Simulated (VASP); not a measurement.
Here is the system:

```
Bi
1.0
    2.26984     1.31049     4.10427
   -2.26984     1.31049     4.10427
    0.00000    -2.62099     4.10427
Bi
2
Direct
  0.23131   0.23131   0.23131
  0.76869   0.76869   0.76869
```

Computed with r2SCAN meta-GGA, VASP's PBE PAW potentials (set 64) (plane waves; VASP). Settings: 400 eV cut-off, 8×8×8 Γ-centred mesh, tetrahedra with Blöchl corrections, potentials Bi_d.

Q: Give the energies of bands 13 to 18 at the high-symmetry points, in eV from the Fermi level.

A: 
```json
[
 {"band": "13", "Γ": "-1.66", "T": "-0.78", "H2": "-4.08", "L": "-1.73", "S0": "-4.36", "F": "-4.63"},
 {"band": "14", "Γ": "-1.22", "T": "-0.69", "H2": "-3.97", "L": "-1.45", "S0": "-2.54", "F": "-3.06"},
 {"band": "15", "Γ": "-1.22", "T": "-0.69", "H2": "-0.66", "L": "-0.32", "S0": "-2.53", "F": "-2.87"},
 {"band": "16", "Γ": "2.33", "T": "0.99", "H2": "1.05", "L": "-0.06", "S0": "2.96", "F": "2.53"},
 {"band": "17", "Γ": "2.95", "T": "0.99", "H2": "5.11", "L": "0.73", "S0": "3.15", "F": "4.93"},
 {"band": "18", "Γ": "2.95", "T": "1.03", "H2": "5.13", "L": "1.39", "S0": "5.23", "F": "5.77"}
]
```

It has no gap at this level: it comes out as a metal or semimetal.

The structure comes from a measured Bi entry (R-3m) of the Crystallography Open Database, whose conditions weren't checked. It was relaxed first.
